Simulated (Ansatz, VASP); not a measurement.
One calculation of K4As, two programs

The input INCAR:

```
SYSTEM = K4As
ALGO     = Normal         ! electronic algorithm
EDIFF    = 1E-6           ! SCF threshold, eV
ENCUT    = 520            ! plane-wave cutoff, eV
GGA      = PE             ! functional
ISIF     = 2              ! what is computed and relaxed
ISMEAR   = 0              ! smearing method
LASPH    = .True.         ! aspherical terms in the spheres
LCHARG   = .False.        ! write CHGCAR
LREAL    = .False.        ! projectors in reciprocal space
LWAVE    = .False.        ! write WAVECAR
NBANDS   = 28             ! bands
NELM     = 100            ! most SCF steps
PREC     = Accurate       ! precision mode
SIGMA    = 0.1            ! smearing width, eV
```

The input KPOINTS:

```
k-points
0
Gamma
  8 8 6
  0 0 0
```

Contents of POSCAR:

```
K4As
1.0
    5.7215459064      0.0000000000      0.0000000000
    0.0000000000      5.7215459064      0.0000000000
    0.0000000000      0.0000000000      8.3796244215
K As
4 1
Direct
    0.5000000000      0.0000000000      0.2180079831
    0.0000000000      0.5000000000      0.7819920169
    0.5000000000      0.0000000000      0.7819920169
    0.0000000000      0.5000000000      0.2180079831
    0.0000000000      0.0000000000      0.0000000000
```

Input for Ansatz:

```yaml
crystal:
  lattice:
    - [5.7215459064, 0.0, 0.0]
    - [0.0, 5.7215459064, 0.0]
    - [0.0, 0.0, 8.3796244215]
  atoms:
    - { symbol: K, position: [0.5, 0.0, 0.2180079831] }
    - { symbol: K, position: [0.0, 0.5, 0.7819920169] }
    - { symbol: K, position: [0.5, 0.0, 0.7819920169] }
    - { symbol: K, position: [0.0, 0.5, 0.2180079831] }
    - { symbol: As, position: [0.0, 0.0, 0.0] }
basis:
  ecutwfc: 420
kpoints:
  mp_grid: { grid: [8, 8, 6] }
  band_path:
    path:
      - [[0.0, 0.0, 0.0], [0.0, 0.5, 0.0], [0.5, 0.5, 0.0], [0.0, 0.0, 0.0], [0.0, 0.0, 0.5], [0.0, 0.5, 0.5], [0.5, 0.5, 0.5], [0.0, 0.0, 0.5]]
      - [[0.0, 0.5, 0.0], [0.0, 0.5, 0.5]]
      - [[0.5, 0.5, 0.0], [0.5, 0.5, 0.5]]
    npoints: 14
hamiltonian:
  xc: pbe
scf:
  occupations: { method: gaussian, width: 0.1 }
  n_extra_bands: 12
output:
  forces: true
  stress: true
  eigenvalues: true
  populations: true
  dos: { projected: true, de: 0.02, nscf_kmesh: { grid: [10, 10, 8] } }
  bader: true
```

The cell was built by a generator and needn't be a form met in nature.

Alike in both runs: task single point; functional PBE; k mesh 8 × 8 × 6; occupations gaussian, width 0.1 eV; no spin polarisation.

|  | VASP | Ansatz |
| --- | --- | --- |
| version | VASP 6.6.1 | Ansatz 0.2.0 |
| potentials or method | VASP PAW PBE potentials, release 64 (K_sv, As) | scalar-relativistic, plane waves, PAW |
| plane-wave cutoff (eV) | 520 | 420 |
| valence electrons in the cell | 41 | 51 |

Ansatz gave:

| Property | Result |
| --- | --- |
| gap on the k mesh at the Fermi level (eV) | none |
| pressure (GPa) | 0.0 |
| rms of the force components (eV/Å) | 0.003 |

Estimate VASP's values.

gap on the k mesh at the Fermi level (eV): none; pressure (GPa): 0.0; rms of the force components (eV/Å): 0.005.

Atom by atom the forces differ by 0.002 eV/Å (rms over components). A gap of «none» marks a metal or a gap that the smearing closes. With one functional, cell and mesh, what is left measures potentials, basis and numerics. The two sets of potentials don't hold the same shells in valence.
